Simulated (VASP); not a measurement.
Consider the following.

```
CELL_PARAMETERS angstrom
      4.57000     0.00000     0.00000
      0.00000     4.57000     0.00000
      0.00000     0.00000     4.57000
ATOMIC_POSITIONS crystal
  Cs 0.00000 0.00000 0.00000
  I  0.50000 0.50000 0.50000
```

These are PBEsol GGA, VASP's PBE PAW potentials (set 64) (plane waves; VASP) values and carry that method's errors. Run with 400 eV cut-off, 5×5×5 Γ-centred mesh, Gaussian smearing of 0.050 eV, potentials Cs_sv I.

Energy and stress use the plane-wave basis of the starting cell.

Problem. The ions, cell shape and volume are relaxed. What does this cell relax into?

Solution. 
```
CELL_PARAMETERS angstrom
      4.51645     0.00000     0.00000
      0.00000     4.51645     0.00000
      0.00000     0.00000     4.51645
ATOMIC_POSITIONS crystal
  Cs 0.00000 0.00000 0.00000
  I  0.50000 0.50000 0.50000
```
Space group Pm-3m (221), at a tolerance of 0.03 Å.

Problem. How do energy and volume change from the first to the last step?

Solution. The energy (σ→0) changes by -2.5 meV/atom and the volume by -3.5 %, in 3 ionic steps.

```csv
step,E(σ→0) (eV),max force (eV/Å),pressure (GPa),volume (Å³)
1,-5.7697,0.000,-0.44,95.44
2,-5.7735,0.000,-0.23,93.65
3,-5.7748,0.000,-0.03,92.13
```

The compound is CsI in the CsCl type structure. This run relaxes it. Symmetry was kept, so distortions that lower it aren't found.
